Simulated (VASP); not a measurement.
Level of theory: PBE GGA, VASP's PBE PAW potentials (set 64) (plane waves; VASP 6.6.1).

VASP input:

File KPOINTS:
```
Automatic mesh
0
G
 5 5 5
```

File POSCAR:
```
ZrC
1
    0.0000000000     2.3318510000     2.3100370000
    2.3430940000     0.0000000000     2.3100370000
    2.3430940000     2.3318510000     0.0000000000
Zr C
1 1
Direct
  0.0000000000   0.0000000000   0.0000000000
  0.4788180000   0.5211820000   0.5211820000
```

**INCAR**
```
PREC=Accurate
SYSTEM=ZrC
GGA=PE
LCHARG=F
LWAVE=F
LREAL=F
LASPH=T   ! aspherical one-centre terms
ALGO=Normal
EDIFF=1E-6   ! SCF stop (eV)
ISMEAR=1   ! Methfessel-Paxton
ENCUT=520   ! plane-wave cut-off (eV)
SIGMA=0.1   ! width (eV)
LMAXMIX=4
NELM=100
ISIF=2   ! forces and stress, cell fixed
```

POTCAR, in this order: Zr_sv C (PBE.64 set). Program: vasp_std.

Output

OSZICAR:
```
       N       E                     dE             d eps       ncg     rms          rms(c)
DAV:   1     0.105610150208E+03    0.10561E+03   -0.88914E+03   648   0.134E+03
DAV:   2    -0.168990314350E+02   -0.12251E+03   -0.11590E+03   760   0.333E+02
DAV:   3    -0.225855850160E+02   -0.56866E+01   -0.55048E+01   980   0.630E+01
DAV:   4    -0.228361420077E+02   -0.25056E+00   -0.25042E+00   832   0.124E+01
DAV:   5    -0.228416658051E+02   -0.55238E-02   -0.55235E-02   960   0.165E+00    0.226E+01
DAV:   6    -0.194961813276E+02    0.33455E+01   -0.16086E+01   732   0.287E+01    0.871E+00
DAV:   7    -0.193828996550E+02    0.11328E+00   -0.73692E-01   776   0.700E+00    0.638E+00
DAV:   8    -0.193760766030E+02    0.68231E-02   -0.11711E-01   680   0.343E+00    0.149E+00
DAV:   9    -0.193734085690E+02    0.26680E-02   -0.20867E-02   840   0.112E+00    0.472E-01
DAV:  10    -0.193738436920E+02   -0.43512E-03   -0.17280E-03   732   0.528E-01    0.303E-01
DAV:  11    -0.193737223094E+02    0.12138E-03   -0.41523E-04   740   0.174E-01    0.190E-02
DAV:  12    -0.193737207417E+02    0.15677E-05   -0.11995E-05   920   0.330E-02    0.110E-02
DAV:  13    -0.193737199302E+02    0.81157E-06   -0.11311E-06   444   0.861E-03
   1 F= -.19373720E+02 E0= -.19373798E+02  d E =0.234739E-03
```

OUTCAR:
```
------------------------ aborting loop because EDIFF is reached ----------------------------------------
  FORCE on cell =-STRESS in cart. coord.  units (eV):
  Direction    XX          YY          ZZ          XY          YZ          ZX
  --------------------------------------------------------------------------------------
  Total        1.4042005      1.1859638      1.7801394      0.0000000      0.0000000      0.0000000
  in kB       89.1251501     75.2735815    112.9861351      0.0000000      0.0000000      0.0000000
  external PRESSURE =      92.4616222 kB  Pullay stress =       0.0000000 kB
  volume of cell :       25.24
      direct lattice vectors                 reciprocal lattice vectors
     0.000000000  2.331851000  2.310037000    -0.213393061  0.214421933  0.216446750
     2.343094000  0.000000000  2.310037000     0.213393061 -0.214421933  0.216446750
     2.343094000  2.331851000  0.000000000     0.213393061  0.214421933 -0.216446750
 POSITION                                       TOTAL-FORCE (eV/Angst)
 -----------------------------------------------------------------------------------
      0.00000      0.00000      0.00000         0.502562      0.000000      0.000000
      2.44236      2.33185      2.31004        -0.502562      0.000000      0.000000
 -----------------------------------------------------------------------------------
    total drift:                                0.000030     -0.000001      0.000000
  FREE ENERGIE OF THE ION-ELECTRON SYSTEM (eV)
  ---------------------------------------------------
  free  energy   TOTEN  =       -19.3737199302 eV

  energy  without entropy=      -19.3739546696  energy(sigma->0) =      -19.37379818
```
(Selected blocks of OUTCAR.)

The compound is ZrC in the rock salt structure. The cell was not relaxed at this level, atoms are displaced from their ideal sites. The k-mesh is coarse (spacing up to 0.47 per Å, 2π included), so the numbers may not be converged in it. The run is one of a series of settings (KPOINTS 5×5×5 Γ-centred mesh against the base run), some of them coarse on purpose.
